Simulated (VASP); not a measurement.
Here is the system:

```
CELL_PARAMETERS angstrom
      0.00000     3.27993     3.27993
      3.27993     0.00000     3.27993
      3.27993     3.27993     0.00000
ATOMIC_POSITIONS crystal
  Na 0.25000 0.25000 0.25000
  Na 0.75000 0.75000 0.75000
  S  0.00000 0.00000 0.00000
```

These are PW91 GGA, VASP's PBE PAW potentials (set 64) (plane waves; VASP 6.6.1) values and carry that method's errors. Settings: 520 eV cut-off, 7×7×7 Γ-centred mesh, tetrahedra with Blöchl corrections, potentials Na_pv S.

Question: Tabulate the total density of states (states/eV per cell) against energy (eV; zero at the valence-band maximum or, without a gap, the Fermi level).

Answer: 
```
E (eV) | DOS (states/eV)
    -9.98 | ################ 3.43
    -9.26 |  0.00
    -8.66 |  0.00
    -8.06 |  0.00
    -7.34 |  0.00
    -6.62 |  0.00
    -6.02 |  0.00
    -5.42 |  0.00
    -4.70 |  0.00
    -3.98 |  0.00
    -3.38 |  0.00
    -2.78 |  0.00
    -2.06 |  0.00
    -1.34 | ########################### 6.05
    -0.74 | ############ 2.63
    -0.14 | ############################## 6.64
     0.58 |  0.00
     1.30 |  0.00
     1.90 |  0.00
     2.50 |  0.00
     3.22 | # 0.12
     3.94 | ## 0.37
     4.54 | ###### 1.36
     5.14 | ####### 1.54
     5.86 | ### 0.75
```
Within 2 eV below the valence-band maximum the largest weight inside VASP's projection spheres is S p.

The compound is Na2S in the antifluorite structure. It was relaxed first.
